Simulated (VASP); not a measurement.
Calculation: PBE GGA, VASP's PBE PAW potentials (set 64) (plane waves; VASP).

Input for VASP

File POSCAR:
```
CdS
1
    2.0700000000    -3.5853450000     0.0000000000
    2.0700000000     3.5853450000     0.0000000000
    0.0000000000     0.0000000000     6.7200000000
Cd S
2 2
Direct
  0.6666670000   0.3333330000   0.5000000000
  0.3333330000   0.6666670000   0.0000000000
  0.6666670000   0.3333330000   0.8770000000
  0.3333330000   0.6666670000   0.3770000000
```

### INCAR
```
# general
SYSTEM   =  CdS
PREC     =  Accurate
ENCUT    =  400
LREAL    =  .False.
LASPH    =  .True.

# electronic loop
EDIFF    =  1E-6
NELM     =  100
ALGO     =  Normal
LMAXMIX  =  4

# smearing
ISMEAR   =  0
SIGMA    =  0.2

# functional
GGA      =  PE

# ions
ISIF     =  2

# output
LWAVE    =  .False.
LCHARG   =  .False.
```

KPOINTS:
```
kpoints
0
G
  7 7 4
0 0 0
```

POTCAR, in this order: Cd S (PBE.64 set). Program: vasp_std.

What does the run give for the energy per atom (σ→0), pressure?

```
Property                       Result
---------------------  --------------
energy per atom (σ→0)  -3.063 eV/atom
pressure                     2.48 GPa
```

File OSZICAR:
```
...
DAV:   8    -0.122519861075E+02    0.53322E-02   -0.13588E-01  1230   0.394E+00    0.590E-01
DAV:   9    -0.122502322551E+02    0.17539E-02   -0.24438E-02  1276   0.208E+00    0.189E-01
DAV:  10    -0.122502882032E+02   -0.55948E-04   -0.19233E-03  1204   0.512E-01    0.114E-01
DAV:  11    -0.122503657336E+02   -0.77530E-04   -0.22006E-04  1274   0.108E-01    0.112E-01
DAV:  12    -0.122504323153E+02   -0.66582E-04   -0.21708E-04  1176   0.849E-02    0.365E-02
DAV:  13    -0.122504423529E+02   -0.10038E-04   -0.40154E-05  1182   0.406E-02    0.198E-02
DAV:  14    -0.122504419362E+02    0.41669E-06   -0.40200E-06  1134   0.117E-02
   1 F= -.12250442E+02 E0= -.12250442E+02  d E =-.168659E-06
```

The compound is CdS in the wurtzite structure. The cell was not relaxed at this level. The run is one of a series of settings (SIGMA = 0.2 against the base run), some of them coarse on purpose.
